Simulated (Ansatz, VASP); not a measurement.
**Cross-check of TiGe between VASP and Ansatz**

Wanted: the spread between two codes on one cell, functional and k mesh. The cell is generated by rule, not measured, and may not be a known phase. The cell is taken from a series of runs on this material, whose earlier steps may have relaxed, scaled, displaced or heated it; both programs get it as it stands.

Calculated with Ansatz 0.2.0; plane waves, with VASP 6.6.1 beside it; zone-centre phonons at PBEsol.

The structure was built from a prototype and need not be the compound's stable phase.

### Step 1. The structure

Symmetry: P6_3/mmc, No. 194, hexagonal system. Conventional cell: a = 3.536 Å, b = 3.536 Å, c = 6.417 Å, α = 90.00°, β = 90.00°, γ = 120.00°. Nearest to Ti lie 6 Ge at 2.60 Å. Ge has 6 Ti at 2.60 Å nearest. Farther neighbours are not listed.

### Step 2. Ansatz: zone-centre phonons, PBEsol

Ansatz runs on its default PAW (the set named soft_2) files.

Second derivatives magnify differences that forces hide, and they need a tight electronic threshold.

The input, input.yaml:

```yaml
crystal:
  lattice:
    - [3.5362769215, -2.8566e-06, 0.0]
    - [-1.7681359868, 3.0625070772, 0.0]
    - [0.0, 0.0, 6.4169503469]
  atoms:
    - { symbol: Ti, position: [0.0, 0.0, 0.0] }
    - { symbol: Ti, position: [0.0, 0.0, 0.5] }
    - { symbol: Ge, position: [0.3333333333, 0.6666666667, 0.25] }
    - { symbol: Ge, position: [0.6666666667, 0.3333333333, 0.75] }
kpoints:
  mp_grid: { grid: [12, 12, 6] }
hamiltonian:
  xc: pbesol
scf:
  occupations: { method: methfessel_paxton, width: 0.15 }
output:
  eigenvalues: true
phonons:
  method: dfpt
```

Started as:

```bash
$ ansatz run input.yaml --threads 4 --pin off --max-ram 7168MiB --backend cpu --events-out ev --progress --plain --runs-dir out
```

Numbers of over 12 decimals in the logs are rounded to 6 here.

The program printed:

```text
Engine: ansatz 0.2.0, aarch64-unknown-linux-gnu
Pseudopotentials: kind: paw
Pseudopotential: Ti, paw, valence charge 12, recommended cutoff 420 eV (normal), Ti.paw.azcp
Pseudopotential: Ge, paw, valence charge 14, recommended cutoff 420 eV (normal), Ge.paw.azcp
Functional definition: PBEsol
  exchange = pbesol_x
  correlation = pbesol_c
Crystal: 4 atoms, lattice volume = 69.495 Å³
Basis set: ecut = 420 eV, 1335 PW (Γ), exchange–correlation on 48×48×96 points (8 copies of the dense FFT grid, shifted against one another)
Bands: 32, of which v1, the nominal top of the filled ones, is band 26 counted from 1 (25 counted from 0)
Symmetry: 24 space group operations
k-points: 242 of 864 (irreducible under 2 space group operations, time reversal used)
Non-local potential: Ti, projectors of the file, l = 0: 3, l = 1: 2, l = 2: 3, l = 3: 1
Non-local potential: Ge, projectors of the file, l = 0: 2, l = 1: 2, l = 2: 3, l = 3: 1
PAW form: soft (Blöchl's): semilocal exchange-correlation on the pseudo side does not see the compensation charge
PAW frozen core: Ti, regenerated for the run's functional, and the local potential with it (the file was generated under x = pbe(κ = 0.804, μ = 0.219515), c = pbe(β = 0.066725))
PAW frozen core: Ge, regenerated for the run's functional, and the local potential with it (the file was generated under x = pbe(κ = 0.804, μ = 0.219515), c = pbe(β = 0.066725))
PAW one-centre angular grid: Ti, 590 points (default); XC on 64 Gauss nodes
PAW one-centre angular grid: Ge, 590 points (default); XC on 64 Gauss nodes
Initial density: superposition of atomic densities (neutral atoms: chi_scale 0, normalization atom), corrected by the library's trained network
Initial wavefunctions: pseudopotential atomic-orbital guess
Functional: x = pbesol(κ = 0.804, μ = 0.123457), c = pbesol(β = 0.046)
SCF iter   1: F=—  HF=-13456.670828 eV  |F-HF|=—  |Δ(HF+E_count)|=         —  Δρ=9.54e-3  dr2=7.55e-2  ethr=1.77e-3  ⟨swp⟩=5.1  Hψ=26012  notcnv=0
preconditioner: auto → Kerker (q_TF=auto, 2.600 Å⁻¹)  [metal: Δε(μ)=0.015 eV  Ē_g=16.329 eV  σ=0.150 eV  W_gap=0.08  n_scr=22 (ndim 8)  ℏωp=26.7 eV  f_vac=0.000  D(μ)=1.65/eV (n_scr^D=10)]
SCF iter   2: F=—  HF=-13456.656962 eV  |F-HF|=—  |Δ(HF+E_count)|=   1.39e-2  S|Δr|=    0.00e0  Δρ=4.17e-3  dr2=1.54e-2  ethr=1.45e-4  ⟨swp⟩=2.0  Hψ=10854  notcnv=0  defer=64
SCF iter   3: F=—  HF=-13456.653651 eV  |F-HF|=—  |Δ(HF+E_count)|=   3.31e-3  S|Δr|=    0.00e0  Δρ=1.33e-3  dr2=1.90e-3  ethr=2.95e-5  ⟨swp⟩=2.0  Hψ=9243  notcnv=0  defer=64
SCF iter   4: F=—  HF=-13456.653122 eV  |F-HF|=—  |Δ(HF+E_count)|=   5.29e-4  S|Δr|=    0.00e0  Δρ=4.25e-4  dr2=1.39e-4  ethr=3.65e-6  ⟨swp⟩=2.0  Hψ=12044  notcnv=0  defer=64
SCF iter   5: F=—  HF=-13456.653024 eV  |F-HF|=—  |Δ(HF+E_count)|=   9.80e-5  S|Δr|=    0.00e0  Δρ=1.80e-4  dr2=2.06e-5  ethr=2.68e-7  ⟨swp⟩=2.0  Hψ=12043  notcnv=0  defer=64
SCF iter   6: F=—  HF=-13456.653021 eV  |F-HF|=—  |Δ(HF+E_count)|=   2.79e-6  S|Δr|=    0.00e0  Δρ=4.91e-5  dr2=9.85e-7  ethr=3.96e-8  ⟨swp⟩=2.0  Hψ=12044  notcnv=0  defer=64
SCF iter   7: F=—  HF=-13456.653020 eV  |F-HF|=—  |Δ(HF+E_count)|=   1.10e-6  S|Δr|=    0.00e0  Δρ=7.18e-6  dr2=2.48e-8  ethr=1.89e-9  ⟨swp⟩=2.0  Hψ=11928  notcnv=0  defer=64
SCF iter   8: F=—  HF=-13456.653020 eV  |F-HF|=—  |Δ(HF+E_count)|=   9.40e-9  S|Δr|=    0.00e0  Δρ=1.60e-6  dr2=1.93e-9  ethr=4.78e-11  ⟨swp⟩=2.0  Hψ=12525  notcnv=0  defer=64
SCF iter   9: F=—  HF=-13456.653020 eV  |F-HF|=—  |Δ(HF+E_count)|=  3.35e-10  S|Δr|=    0.00e0  Δρ=3.56e-7  dr2=1.21e-10  ethr=3.72e-12  ⟨swp⟩=2.5  Hψ=13738  notcnv=0  defer=64
SCF iter  10: F=-13456.653020 eV  HF=-13456.653020 eV  |F-HF|=0.00e0  |Δ(HF+E_count)|=  1.64e-11  S|Δr|=    0.00e0  Δρ=8.20e-8  dr2=6.34e-12  ethr=1.00e-12  ⟨swp⟩=6.1  Hψ=31002  notcnv=0
SCF 1 converged in 10 iterations: F = -13456.653020 eV  dr2 = 6.34e-12
  greatest PAW one-centre occupation: 0.999 electrons in one spin orbital (limit 2), on the Ti atom at site 1 (counted from 0), in its partial waves of l = 0
DFPT response loops at Γ: preconditioner auto → Kerker (q_TF=auto, 2.600 Å⁻¹) (partly filled bands, converged f_vac=0.000); β = 1.00, the filter's whole step (`scf.mixing.beta` (0.50) is not read by the response loops under this deck's `scf.mixing.preconditioner`; to damp them name `kerker` or `kerker_dos`, under which they read `scf.mixing.beta`, and type it under 1.00, their step now; both keys bind the ground state too); Broyden in place of MSR1
SCF converged after 10 iterations
Stability not checked: this state was not tested for a lower state beside it, because cold or Methfessel-Paxton smearing, or corrected tetrahedra, fill the levels in a way that the test cannot read (fill_not_monotonic; see scf.lower_state_search)
Free energy (F): -13456.653020 eV
Harris-Foulkes:  -13456.653020 eV  (|F-HF|=0.00e0)
Internal energy: -13456.656917 eV  (E = F + TS)
E sigma→0 (E₀):  -13456.653994 eV
Entropy (-TS):   0.003896 eV (0.974 meV/atom)
Fermi energy:    12.239403 eV
Step filling:    the computed levels leave a gap of 0.0064 eV = 0.0 smearing widths at the electron count; against every level under it full and every level over it empty, smearing changes F+E_penalty+E_count by +1.448 meV and its σ→0 estimate by +0.473 meV
--- Per-component energies (eV) ---
  E_band       = -518.757690
  E_kinetic    = 770.567023
  E_local      = -5988.456154  (includes V_loc(G=0)·N_el)
  E_nonlocal   = 858.298133
  E_hartree    = 2591.048542
  E_xc         = -346.069873
  E_vxc        = -376.014269  (∫ρ·V_xc dr)
  E_paw        = -6001.885497  (= ΣΔE_a)
  E_vpaw       = -965.250341  (= ΣTr[D̂ρ^β])
  E_aug_tail   = 0.000772  (compensation charges beyond the density's cutoff)
  E_ewald      = -5342.274504
  E_core_change = 2.114641  (= ΣΔE_core)
  E_smearing   = 0.003896  (= −TS)
  E_closure    = -0.000000  (closes the sum)
  Σ components = -13456.653020   (vs F -13456.653020, Δ=0.00e0)
--- Band table (eV; the first three rows and the last of 242) ---
  k-point 0: bands = [... 22 lower, 11.0236, 11.3066, 12.6569, 12.6569, 12.7576, 12.7576, 13.9480, 13.9480, ... 2 higher]
  k-point 1: bands = [... 22 lower, 11.1043, 11.1630, 12.5043, 12.5043, 12.8110, 12.8110, 13.7886, 13.7886, ... 2 higher]
  k-point 2: bands = [... 22 lower, 11.3391, 11.3391, 12.1300, 12.1300, 12.9647, 12.9647, 13.4896, 13.4896, ... 2 higher]
  k-point 241: bands = [... 22 lower, 10.3600, 10.3600, 10.6790, 10.6790, 12.5901, 12.5901, 14.0519, 14.0519, ... 2 higher]
--- Phonons (Γ-DFPT): 4 representative perturbations + reference, on 242 of 864 k-points (Σ response iterations 13) ---
  k mesh reduced under 2 symmetry operations, with k and −k counted as one. Each operation leaves every solved perturbation unchanged. A smaller set is not used because it would not reduce the number of displacements times k-points to solve
  ASR residual: 8.798e-5 → 0.000e0 eV/Å²; symmetrization residual: 2.105e-4 eV/Å²
  ASR residual per site (eV/Å²): 8.80e-5 8.80e-5 1.36e-5 1.36e-5
  Γ frequencies (cm⁻¹): 0.00 0.00 0.00 156.10 156.10 212.10 212.10 220.59 232.45 232.45 259.19 319.49
  non-analytic LO–TO correction: not included (Born effective charges unavailable; polar crystals: no LO–TO splitting at Γ)
```

The column dr2 measures how far the density is from self-consistency, as an energy; F and HF (Harris–Foulkes) agree once it is small.

(Continued in part 2 of 3.)

[Lines on the potential files, build, host, timing and source positions are cut from VASP's logs without a mark.]

[Logs are printed without paths, hosts, clocks, repeated set-up lines and the standing remarks that a program may print on its own settings, such as how far it seeks lower states.]

[Hosts, paths, dates, database ids (printed as entryN), source tags and the programs' standing remarks are cut or masked in the printed files.]
